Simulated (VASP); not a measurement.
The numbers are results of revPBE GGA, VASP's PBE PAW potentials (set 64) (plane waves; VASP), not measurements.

Input for VASP

### KPOINTS
```
kpoints
0
Gamma
  9 9 9
0 0 0
```

INCAR:
```
SYSTEM = GdN
PREC = Accurate
ENCUT = 520
EDIFF = 1E-7
NELM = 100
ALGO = Normal
LREAL = .FALSE.
LASPH = .TRUE.
ISMEAR = 0
SIGMA = 0.05
GGA = RE
LMAXMIX = 6
LWAVE = .FALSE.
LCHARG = .FALSE.
ISIF = 2
```

### POSCAR
```
GdN
1
    0.0000000000     2.4527088703     2.4527088703
    2.4527088703     0.0000000000     2.4527088703
    2.4527088703     2.4527088703     0.0000000000
Gd N
1 1
Direct
  0.0000000000   0.0000000000   0.0000000000
  0.5000000000   0.5000000000   0.5000000000
```

POTCAR, in this order: Gd_3 N (PBE.64 set). Program: vasp_std.

The resulting files:

OSZICAR:
```
       N       E                     dE             d eps       ncg     rms          rms(c)
DAV:   1     0.463906487443E+02    0.46391E+02   -0.69014E+03   770   0.119E+03
DAV:   2    -0.141197777258E+02   -0.60510E+02   -0.57180E+02  1046   0.241E+02
DAV:   3    -0.176296486359E+02   -0.35099E+01   -0.34151E+01  1024   0.448E+01
DAV:   4    -0.176877981148E+02   -0.58149E-01   -0.58094E-01   936   0.499E+00
DAV:   5    -0.176888068509E+02   -0.10087E-02   -0.10085E-02   994   0.586E-01    0.294E+01
DAV:   6    -0.155329593297E+02    0.21558E+01   -0.18390E+01   893   0.268E+01    0.265E+01
DAV:   7    -0.153858724444E+02    0.14709E+00   -0.12900E+00   862   0.775E+00    0.179E+01
DAV:   8    -0.153949590484E+02   -0.90866E-02   -0.10235E-01   895   0.345E+00    0.532E+00
DAV:   9    -0.153907887364E+02    0.41703E-02   -0.18905E-02   954   0.984E-01    0.506E-01
DAV:  10    -0.153910297411E+02   -0.24100E-03   -0.10767E-03   944   0.293E-01    0.207E-01
DAV:  11    -0.153910332104E+02   -0.34694E-05   -0.86873E-05  1036   0.831E-02    0.278E-02
DAV:  12    -0.153910343526E+02   -0.11421E-05   -0.52566E-06   929   0.229E-02    0.472E-03
DAV:  13    -0.153910341116E+02    0.24099E-06   -0.16183E-06  1054   0.866E-03    0.601E-03
DAV:  14    -0.153910342053E+02   -0.93687E-07   -0.11205E-07   620   0.313E-03
   1 F= -.15391034E+02 E0= -.15390877E+02  d E =-.313838E-03
```

### OUTCAR
```
------------------------ aborting loop because EDIFF is reached ----------------------------------------
  FORCE on cell =-STRESS in cart. coord.  units (eV):
  Direction    XX          YY          ZZ          XY          YZ          ZX
  --------------------------------------------------------------------------------------
  Total        1.9219221      1.9219221      1.9219221      0.0000000      0.0000000      0.0000000
  in kB      104.3466148    104.3466148    104.3466148      0.0000000      0.0000000      0.0000000
  external PRESSURE =     104.3466148 kB  Pullay stress =       0.0000000 kB
  volume of cell :       29.51
      direct lattice vectors                 reciprocal lattice vectors
     0.000000000  2.452708870  2.452708870    -0.203856237  0.203856237  0.203856237
     2.452708870  0.000000000  2.452708870     0.203856237 -0.203856237  0.203856237
     2.452708870  2.452708870  0.000000000     0.203856237  0.203856237 -0.203856237
 POSITION                                       TOTAL-FORCE (eV/Angst)
 -----------------------------------------------------------------------------------
      0.00000      0.00000      0.00000        -0.000000     -0.000000     -0.000000
      2.45271      2.45271      2.45271         0.000000      0.000000      0.000000
 -----------------------------------------------------------------------------------
    total drift:                                0.000000      0.000000      0.000000
  FREE ENERGIE OF THE ION-ELECTRON SYSTEM (eV)
  ---------------------------------------------------
  free  energy   TOTEN  =       -15.3910342053 eV

  energy  without entropy=      -15.3907203670  energy(sigma->0) =      -15.39087729
```
(Selected blocks of OUTCAR.)

The 4f electrons are frozen in the core of the lanthanide potential, so 4f levels, which can set the real gap, and their magnetism are missing.

The compound is GdN in the rock salt structure. This cell is one point of a volume scan, at 0.94 of the reference volume.
